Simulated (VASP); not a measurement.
```
ZnS
1.0
    0.00000     2.75817     2.75817
    2.75817     0.00000     2.75817
    2.75817     2.75817     0.00000
Zn S
1 1
Direct
  0.00000   0.00000   0.00000
  0.25000   0.25000   0.25000
```

All values below come from RPBE GGA, VASP's PBE PAW potentials (set 64) (plane waves; VASP 6.6.1). Run with 520 eV cut-off, Gaussian smearing of 0.050 eV, potentials Zn S.

**Question.** Give the energies of bands 2 to 12 at the high-symmetry points, in eV from the valence-band maximum.

**Answer.** 
```tsv
band	Γ	X	U	L	W
2	-6.07	-6.04	-5.97	-5.97	-5.93
3	-6.07	-5.77	-5.82	-5.97	-5.82
4	-6.07	-5.77	-5.72	-5.61	-5.67
5	-5.64	-5.57	-5.61	-5.61	-5.67
6	-5.64	-5.44	-5.34	-5.45	-5.29
7	0.00	-4.27	-4.29	-4.84	-4.26
8	0.00	-1.99	-2.78	-0.78	-2.45
9	0.00	-1.99	-1.62	-0.78	-2.43
10	2.02	3.70	4.30	3.31	5.81
11	6.49	4.16	5.92	7.02	5.85
12	6.49	10.75	9.39	7.02	7.84
```

The gap is direct, 2.02 eV, from the valence maximum at Γ to the conduction minimum at Γ.

Measured: gap 3.94 eV (computed value off by -1.92 eV), as given by Wei Chen et al., Physical Review Materials (2018), doi:10.1103/physrevmaterials.2.073803 [zero-point renormalisation of 0.1 eV added back (the table's ZPR column)].

The compound is ZnS in the zinc blende structure. It was relaxed first, which changed the volume by +6 %.
